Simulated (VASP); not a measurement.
All values below come from optB88-vdW, VASP's PBE PAW potentials (set 64) (plane waves; VASP).

The input files of a VASP run:

### KPOINTS
```
Automatic mesh
0
Gamma
7 7 7
0 0 0
```

**INCAR**
```
SYSTEM = CuI
PREC = Accurate; ENCUT = 400; LREAL = .False.
LASPH = .True.
EDIFF = 1E-6; NELM = 100; ALGO = Normal
LMAXMIX = 4
ISMEAR = 0; SIGMA = 0.05
GGA = BO; LUSE_VDW = .True.; AGGAC = 0.0
PARAM1 = 0.1833333333; PARAM2 = 0.22
ISIF = 2
LWAVE = .False.; LCHARG = .False.
```

**POSCAR**
```
CuI
4.2779960
  0.0000000000   0.7071067855   0.7071067855
  0.7071067855   0.0000000000   0.7071067855
  0.7071067855   0.7071067855   0.0000000000
Cu I
1 1
Cartesian
  0.0000000000   0.0000000000   0.0000000000
  0.3535533928   0.3535533928   0.3535533928
```

POTCAR, in this order: Cu I (PBE.64 set). Program: vasp_std.

The resulting files:

OSZICAR:
```
       N       E                     dE             d eps       ncg     rms          rms(c)
DAV:   1     0.104056289972E+03    0.10406E+03   -0.69501E+03   520   0.121E+03
DAV:   2     0.618361672558E+01   -0.97873E+02   -0.91203E+02   525   0.248E+02
DAV:   3    -0.581603286226E+00   -0.67652E+01   -0.66738E+01   713   0.770E+01
DAV:   4    -0.802881415967E+00   -0.22128E+00   -0.22117E+00   627   0.128E+01
DAV:   5    -0.809312281070E+00   -0.64309E-02   -0.64307E-02   751   0.221E+00    0.470E+00
DAV:   6    -0.735883007552E+00    0.73429E-01   -0.24523E+00   538   0.457E+01    0.303E+00
DAV:   7    -0.642516310784E+00    0.93367E-01   -0.56742E-01   555   0.263E+01    0.157E+00
DAV:   8    -0.642242512441E+00    0.27380E-03   -0.25725E-02   786   0.210E+00    0.375E-01
DAV:   9    -0.640512630604E+00    0.17299E-02   -0.84168E-03   590   0.297E+00    0.927E-02
DAV:  10    -0.640613226032E+00   -0.10060E-03   -0.50611E-04   595   0.180E-01    0.220E-02
DAV:  11    -0.640613066402E+00    0.15963E-06   -0.47770E-05   635   0.196E-01    0.136E-02
DAV:  12    -0.640612370527E+00    0.69588E-06   -0.20931E-06   448   0.423E-02
   1 F= -.64061237E+00 E0= -.64061237E+00  d E =-.139528E-16
```

### OUTCAR
```
------------------------ aborting loop because EDIFF is reached ----------------------------------------
  FORCE on cell =-STRESS in cart. coord.  units (eV):
  Direction    XX          YY          ZZ          XY          YZ          ZX
  --------------------------------------------------------------------------------------
  Total        0.1167578      0.1167578      0.1167578      0.0000000      0.0000000     -0.0000000
  in kB        3.3790160      3.3790160      3.3790160      0.0000000      0.0000000     -0.0000000
  external PRESSURE =       3.3790160 kB  Pullay stress =       0.0000000 kB
  volume of cell :       55.36
      direct lattice vectors                 reciprocal lattice vectors
     0.000000000  3.025000000  3.025000000    -0.165289256  0.165289256  0.165289256
     3.025000000  0.000000000  3.025000000     0.165289256 -0.165289256  0.165289256
     3.025000000  3.025000000  0.000000000     0.165289256  0.165289256 -0.165289256
  FREE ENERGIE OF THE ION-ELECTRON SYSTEM (eV)
  ---------------------------------------------------
  free  energy   TOTEN  =        -0.6406123705 eV

  energy  without entropy=       -0.6406123705  energy(sigma->0) =       -0.64061237
```
(Selected blocks of OUTCAR.)

### OUTCAR
```
 val. band max:        4.3028090668   @ k =   0.0000   0.0000   0.0000

 cond. band min:       5.4312144939   @ k =   0.0000   0.0000   0.0000


 Fermi energy:         4.5789572794

 k-point     1 :       0.0000    0.0000    0.0000
  band No.  band energies     occupation
      1      -9.7087      2.00000
      2       0.6812      2.00000
      3       0.6812      2.00000
      4       0.6812      2.00000
      5       2.4033      2.00000
      6       2.4033      2.00000
      7       4.3028      2.00000
      8       4.3028      2.00000
      9       4.3028      2.00000
     10       5.4312      0.00000
     11       9.2506      0.00000
     12       9.2506      0.00000
     13       9.2506      0.00000

 k-point     2 :       0.1429    0.0000    0.0000
  band No.  band energies     occupation
      1      -9.6145      2.00000
      2       0.3089      2.00000
      3       0.6904      2.00000
      4       0.6904      2.00000
      5       2.3957      2.00000
      6       2.3957      2.00000
      7       3.5492      2.00000
      8       4.1531      2.00000
      9       4.1531      2.00000
     10       6.2495      0.00000
     11       9.1641      0.00000
     12       9.5206      0.00000
     13       9.5206      0.00000

 k-point     3 :       0.2857    0.0000    0.0000
  band No.  band energies     occupation
      1      -9.3867      2.00000
      2      -0.5143      2.00000
      3       0.7068      2.00000
      4       0.7068      2.00000
      5       2.3974      2.00000
      6       2.3974      2.00000
      7       2.8494      2.00000
      8       3.8488      2.00000
      9       3.8488      2.00000
     10       6.5895      0.00000
     11       9.8329      0.00000
     12       9.8329      0.00000
     13      10.2031      0.00000

 k-point     4 :       0.4286    0.0000    0.0000
  band No.  band energies     occupation
      1      -9.1843      2.00000
      2      -1.1532      2.00000
      3       0.7145      2.00000
...
```

Unless said otherwise, spin-orbit coupling is left out, though it shifts the bands of the heavy elements here.

The compound is CuI in the zinc blende structure. The cell was not relaxed at this level. The run is one of a series of settings (AGGAC = 0.0, GGA = BO, LUSE_VDW = .TRUE., PARAM1 = 0.1833333333, PARAM2 = 0.22 against the base run), some of them coarse on purpose.
